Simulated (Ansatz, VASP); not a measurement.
# H2W2CO2 (W2C(OH)2 MXene bilayer, AB): VASP beside Ansatz

Wanted: the spread between two codes on one cell, functional and k mesh. Of the first pair: The structure shown is the start of the Ansatz relaxation below; VASP solves that cell, so the two are compared at the walk's first step.

Calculated with Ansatz 0.2.0; plane waves, with VASP 6.6.1 beside it; single point at PBE with D3(BJ).

## 1. Starting point

The cell holds 14 atoms: 4 H, 4 O, 4 W and 2 C. Cell: a = 3.125 Å, b = 3.125 Å, c = 62.189 Å, α = 90.0°, β = 90.0°, γ = 120.0°. Vacuum lies along c.

## 2. Ansatz: relaxation, PBE with D3(BJ)

Ansatz runs on its default PAW (the set named soft_2) files.

The two programs are compared at the cell with which this relaxation starts, whose forces are those of its first step.

The input, input.yaml:

```yaml
crystal:
  lattice:
    - [3.125408, 0.0, 0.0]
    - [-1.562704, 2.7066827252, 0.0]
    - [0.0, 0.0, 62.1887831672]
  atoms:
    - { symbol: H, position: [0.3333333333, 0.6666666667, 0.374665636] }
    - { symbol: O, position: [0.3333333333, 0.6666666667, 0.3904241049] }
    - { symbol: W, position: [0.6666666667, 0.3333333333, 0.4082567912] }
    - { symbol: C, position: [0.0, 0.0, 0.4280867776] }
    - { symbol: W, position: [0.3333333333, 0.6666666667, 0.4479167642] }
    - { symbol: O, position: [0.6666666667, 0.3333333333, 0.4657494505] }
    - { symbol: H, position: [0.6666666667, 0.3333333333, 0.4815079192] }
    - { symbol: H, position: [0.6666666667, 0.3333333333, 0.5184920808] }
    - { symbol: O, position: [0.6666666667, 0.3333333333, 0.5342505495] }
    - { symbol: W, position: [0.0, 0.0, 0.5520832358] }
    - { symbol: C, position: [0.3333333333, 0.6666666667, 0.5719132224] }
    - { symbol: W, position: [0.6666666667, 0.3333333333, 0.5917432088] }
    - { symbol: O, position: [0.0, 0.0, 0.6095758951] }
    - { symbol: H, position: [0.0, 0.0, 0.625334364] }
  periodic: [true, true, false]
kpoints:
  mp_grid: { grid: [12, 12, 1] }
hamiltonian:
  xc: pbe
  dispersion: d3bj
scf:
  occupations: { method: fermi_dirac, width: 0.05 }
  convergence: { dr2_threshold: 1.0e-09 }
relax:
  f_tol: 0.004
  max_steps: 90
  cell: {}
output:
  write_potential: true
  write_density: true
  volumetric_format: npy
```

Started as:

```bash
$ ansatz run input.yaml --threads 4 --pin off --max-ram 6144MiB --backend cpu --events-out ev --progress --plain --runs-dir out
```

Numbers of over 12 decimals in the logs are rounded to 6 here.

What it wrote:

```text
Warning: relax.cell: scf.convergence.dr2_threshold = 1e-9 eV is looser than the 2.13810370989e-10 eV advised for a relaxation that steers and ends on the stress (1e-10 eV for each atom of the cell: 14, times the square of relax.cell.stress_2d_tol = 0.05 N/m over 25.6 Å (the atoms' height at the walk's start and 5 Å past either face), 1.954e-2 GPa, over a crystal's default 0.05). What an SCF threshold leaves in a stress goes as its square root, and in the free energy as the threshold itself, and one threshold admits the most on a small cell: [figures from the program's tests cut] Set scf.convergence.dr2_threshold to 2.13810370989e-10 eV or tighter. [rest of the remark cut]
Engine: ansatz 0.2.0, x86_64-unknown-linux-gnu
Pseudopotentials: kind: paw
Pseudopotential: H, paw, valence charge 1, recommended cutoff 420 eV (normal), H.paw.azcp
Pseudopotential: O, paw, valence charge 6, recommended cutoff 420 eV (normal), O.paw.azcp
Pseudopotential: W, paw, valence charge 14, recommended cutoff 420 eV (normal), W.paw.azcp
Pseudopotential: C, paw, valence charge 4, recommended cutoff 420 eV (normal), C.paw.azcp
Functional definition: PBE
  parameter kappa = 0.804
  parameter beta = 0.066725
  exchange = pbe_x(kappa = kappa, mu = beta*pi^2/3)
  correlation = pbe_c(beta = beta)
Crystal: 14 atoms, lattice volume = 526.085 Å³
Basis set: ecut = 420 eV, 10191 PW (Γ), exchange–correlation on 48×48×864 points (8 copies of the dense FFT grid, shifted against one another)
Bands: 60, of which v1, the nominal top of the filled ones, is band 46 counted from 1 (45 counted from 0)
Symmetry: 12 space group operations
Space group: P-3m1 (ITA 164), of the structure as read, at distance tolerance 8.1e-5 Å
k-points: 19 of 144
Non-local potential: H, projectors of the file, l = 0: 2, l = 1: 1
Non-local potential: O, projectors of the file, l = 0: 2, l = 1: 2, l = 2: 1
Non-local potential: W, projectors of the file, l = 0: 3, l = 1: 2, l = 2: 2, l = 3: 1
Non-local potential: C, projectors of the file, l = 0: 2, l = 1: 2, l = 2: 1
PAW form: soft (Blöchl's): semilocal exchange-correlation on the pseudo side does not see the compensation charge
PAW one-centre angular grid: H, 110 points (default); XC on 64 Gauss nodes
PAW one-centre angular grid: O, 110 points (default); XC on 64 Gauss nodes
PAW one-centre angular grid: W, 590 points (default); XC on 64 Gauss nodes
PAW one-centre angular grid: C, 110 points (default); XC on 64 Gauss nodes
Initial density: superposition of atomic densities (neutral atoms: chi_scale 0, normalization atom), corrected by the library's trained network
Initial wavefunctions: pseudopotential atomic-orbital guess
Functional: x = pbe(κ = 0.804, μ = 0.219515), c = pbe(β = 0.066725)
SCF iter   1: F=—  HF=-44370.094128 eV  |F-HF|=—  |Δ(HF+E_count)|=         —  Δρ=7.13e-3  dr2=1.19e0  ethr=1.77e-3  ⟨swp⟩=15.2  Hψ=7805  notcnv=0  defer=16
preconditioner: auto → LDOS  [metal: Δε(μ)=0.016 eV  Ē_g=10.960 eV  σ=0.050 eV  W_gap=0.08  n_scr=40 (ndim 8)  ℏωp=12.5 eV  f_vac=0.712  D(μ)=12.02/eV (n_scr^D=40)  β→1.0]
SCF iter   2: F=—  HF=-44369.993155 eV  |F-HF|=—  |Δ(HF+E_count)|=   1.01e-1  Δρ=2.20e-3  dr2=1.01e-1  ethr=1.30e-3  ⟨swp⟩=3.4  Hψ=2103  notcnv=0  defer=34
SCF iter   3: F=—  HF=-44369.999598 eV  |F-HF|=—  |Δ(HF+E_count)|=   6.44e-3  Δρ=9.50e-4  dr2=2.99e-2  ethr=1.10e-4  ⟨swp⟩=4.0  Hψ=2663  notcnv=0  defer=34
SCF iter   4: F=—  HF=-44369.998855 eV  |F-HF|=—  |Δ(HF+E_count)|=   7.42e-4  Δρ=6.03e-4  dr2=9.22e-3  ethr=3.25e-5  ⟨swp⟩=3.6  Hψ=2422  notcnv=0  defer=34
SCF iter   5: F=—  HF=-44369.998088 eV  |F-HF|=—  |Δ(HF+E_count)|=   7.67e-4  Δρ=1.91e-4  dr2=4.60e-4  ethr=1.00e-5  ⟨swp⟩=3.9  Hψ=2455  notcnv=0  defer=34
SCF iter   6: F=—  HF=-44369.998063 eV  |F-HF|=—  |Δ(HF+E_count)|=   2.52e-5  Δρ=6.37e-5  dr2=4.44e-5  ethr=5.00e-7  ⟨swp⟩=3.7  Hψ=2634  notcnv=0  defer=34
SCF iter   7: F=—  HF=-44369.998124 eV  |F-HF|=—  |Δ(HF+E_count)|=   6.09e-5  Δρ=2.32e-5  dr2=9.12e-6  ethr=4.83e-8  ⟨swp⟩=3.6  Hψ=2391  notcnv=0  defer=34
SCF iter   8: F=—  HF=-44369.998127 eV  |F-HF|=—  |Δ(HF+E_count)|=   3.56e-6  Δρ=1.00e-5  dr2=1.66e-6  ethr=9.92e-9  ⟨swp⟩=2.6  Hψ=1812  notcnv=0  defer=34
SCF iter   9: F=—  HF=-44369.998143 eV  |F-HF|=—  |Δ(HF+E_count)|=   1.55e-5  Δρ=2.50e-6  dr2=9.28e-8  ethr=1.80e-9  ⟨swp⟩=3.1  Hψ=2005  notcnv=0  defer=34
[...]
basis re-selected at this cell: Δ(F+E_penalty+E_count) = +1.728e-3 eV, ΔP = -0.042 N/m vs the last step (what re-selecting the basis moved, of the pressure what is left beyond the Pulay correction that the steps carried, after the strain that the cell walked since its last selection, with what the two solves' SCF thresholds leave and, on support functions, any second-order correction that the steps lacked; it is no m [...]
WARN: The output density's exchange-correlation potential varies sharply where the density is thin. Do not read a vacuum level from v_tot or v_xc, or from such a field of the output density. On a cell that repeats whose density bears no net charge and no dipole along the vacuum's axis use v_es (v_loc + v_h of the components); under efield.dipole_correction with no amplitude use v_es + v_field, which holds any externa [...]
SCF converged after 5 iterations
Free energy (F): -44372.560716 eV
Harris-Foulkes:  -44372.560716 eV  (|F-HF|=4.51e-10)
Internal energy: -44372.501328 eV  (E = F + TS)
E sigma→0 (E₀):  -44372.531022 eV
Entropy (-TS):   -0.059388 eV (-4.242 meV/atom)
Fermi energy:    -2.480676 eV
--- Per-component energies (eV) ---
  E_band       = -2286.169684
  E_kinetic    = 2748.611349
  E_local      = -1016867.253198  (includes V_loc(G=0)·N_el)
  E_nonlocal   = 256.671419
  E_hartree    = 506867.011516
  E_xc         = -1494.333836
  E_vxc        = -1496.872758  (∫ρ·V_xc dr)
  E_paw        = -35084.772216  (= ΣΔE_a)
  E_vpaw       = -661.366360  (= ΣTr[D̂ρ^β])
  E_aug_tail   = 0.005059  (compensation charges beyond the density's cutoff)
  E_ewald      = 499204.537897
  E_disp       = -2.979317  (pairwise vdW)
  E_smearing   = -0.059388  (= −TS)
  E_closure    = -0.000000  (closes the sum)
  Σ components = -44372.560716   (vs F -44372.560716, Δ=0.00e0)
--- Forces (eV/Å), atoms counted from 1 ---
  atom   1  H     -0.00000000     0.00000000    -0.00053859
  atom   2  O      0.00000000     0.00000000    -0.00031773
  atom   3  W     -0.00000000     0.00000000    -0.00064211
  atom   4  C     -0.00000000     0.00000000    -0.00068250
  atom   5  W      0.00000000    -0.00000000     0.00009854
  atom   6  O     -0.00000000    -0.00000000    -0.00067448
  atom   7  H      0.00000000    -0.00000000     0.00099285
  atom   8  H      0.00000000     0.00000000    -0.00099285
  atom   9  O     -0.00000000     0.00000000     0.00067448
  atom  10  W      0.00000000     0.00000000    -0.00009854
  atom  11  C      0.00000000    -0.00000000     0.00068250
  atom  12  W      0.00000000    -0.00000000     0.00064211
  atom  13  O     -0.00000000    -0.00000000     0.00031773
  atom  14  H     -0.00000000    -0.00000000     0.00053859
  max |Σ_I F_I| component: 9.54e-18 eV/Å
--- 2D stress c σ (N/m, compression-positive) ---
       -0.034678       0.000000      -0.000000
        0.000000      -0.034678      -0.000000
       -0.000000      -0.000000      -0.000000
  P = ½ c Tr σ = -0.0347 N/m
--- Band table (eV; the first three rows and the last of 19) ---
  k-point 0: bands = [... 42 lower, -3.9622, -3.9622, -3.9615, -3.9615, -2.9143, -2.5294, -2.5293, -2.1549, ... 10 higher]
  k-point 1: bands = [... 42 lower, -4.2466, -4.2171, -3.7686, -3.7678, -2.9644, -2.5503, -2.4809, -2.2710, ... 10 higher]
  k-point 2: bands = [... 42 lower, -4.6816, -4.5775, -3.2155, -3.2148, -3.1565, -2.8015, -2.6236, -2.4542, ... 10 higher]
  k-point 18: bands = [... 42 lower, -2.7873, -2.7231, -2.7231, -2.5677, -2.2416, -2.2416, -1.1399, -1.1399, ... 10 higher]
  the weakly bound empty levels are not read free of the cell's end (no_gap_told)
--- Relaxed structure (13 steps of the walk, 13 accepted, 2 SCFs on fresh bases) ---
  F+E_penalty+E_count = -44372.56071622 eV   max|allowed force component| = 9.928e-4 eV/Å   (the final SCF, on the basis selected at the relaxed cell)
  cell:  # Å, volume = 449.7040 Å³
    - [2.889629, 0.0, 0]
    - [-1.444814, 2.502492, 0]
    - [0, 0, 62.1887831672]
  atoms:
    - { symbol: H, position: [0.333333, 0.666667, 0.360894] }
    - { symbol: O, position: [0.333333, 0.666667, 0.376724] }
    - { symbol: W, position: [0.666667, 0.333333, 0.400617] }
    - { symbol: C, position: [-4.2860650777249115e-17, -1.7182023000280245e-17, 0.422275] }
    - { symbol: W, position: [0.333333, 0.666667, 0.444157] }
    - { symbol: O, position: [0.666667, 0.333333, 0.467521] }
    - { symbol: H, position: [0.666667, 0.333333, 0.483623] }
    - { symbol: H, position: [0.666667, 0.333333, 0.516377] }
    - { symbol: O, position: [0.666667, 0.333333, 0.532479] }
    - { symbol: W, position: [-4.28606507772588e-17, -1.7182023000299625e-17, 0.555843] }
    - { symbol: C, position: [0.333333, 0.666667, 0.577725] }
    - { symbol: W, position: [0.666667, 0.333333, 0.599383] }
    - { symbol: O, position: [-4.286065077725966e-17, -1.718202300030067e-17, 0.623276] }
    - { symbol: H, position: [-4.2860650777259955e-17, -1.718202300030125e-17, 0.639106] }
```

(Part 1 of 3 ends here.)

[Lines on the potential files, build, host, timing and source positions are cut from VASP's logs without a mark.]

[Logs are printed without paths, hosts, clocks, repeated set-up lines and the standing remarks that a program may print on its own settings, such as how far it seeks lower states.]

[Hosts, paths, dates, database ids (printed as entryN), source tags and the programs' standing remarks are cut or masked in the printed files.]
